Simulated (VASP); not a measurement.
A run of VASP 6.6.1 is set up as follows.

INCAR

```
PREC = Accurate
ENCUT = 520
EDIFF = 1E-6
ISMEAR = 0
SIGMA = 0.1
LREAL = False
LASPH = True
NELM = 100
ALGO = Fast
ISIF = 2
LWAVE = False
LCHARG = False
ISPIN = 2
MAGMOM = 0 3 0 0 0 0 0 0
LORBIT = 11
LMAXMIX = 4
```

Contents of KPOINTS:

```
Automatic mesh
0
Gamma
  6 5 5
```

Contents of POSCAR:

```
Mg6CrCd
5.0073
    0.999997004374      0.000000000000      0.000000000000
    0.000000000000      0.626190162363      1.087752980648
    0.000000000000     -0.626190162363      1.087752980648
Cd Cr Mg
1 1 6
Direct
    0.5000000000      0.6659480000      0.6659480000
    0.5000000000      0.1674780000      0.1674780000
    0.0000000000      0.8332740000      0.8332740000
    0.0000000000      0.3292100000      0.3292100000
    0.0000000000      0.3294580000      0.8413240000
    0.0000000000      0.8413240000      0.3294580000
    0.5000000000      0.1683370000      0.6649670000
    0.5000000000      0.6649670000      0.1683370000
```

Potentials or basis: VASP PAW LDA potentials, release 64 (Cd, Cr_pv, Mg).

Command:

```console
$ cat potpaw_LDA.64/Cd/POTCAR potpaw_LDA.64/Cr_pv/POTCAR potpaw_LDA.64/Mg/POTCAR > POTCAR
$ mpirun -np 1 vasp_std > vasp.out
```

Question: Predict the pressure.

Answer: -4.0 GPa.

Question: Estimate the largest force.

Answer: 0.096 eV/Å.

Question: What does it give for the net moment?

Answer: 4.23 μB per cell.

Question: Predict the site moments.

Answer: Cd -0.01; Cr +3.62; Mg +0.01, +0.00, -0.01 μB.

Stress tensor (GPa, compression positive):
```
-4.05  0.00  0.00
 0.00 -3.89  0.00
 0.00  0.00 -4.17
```
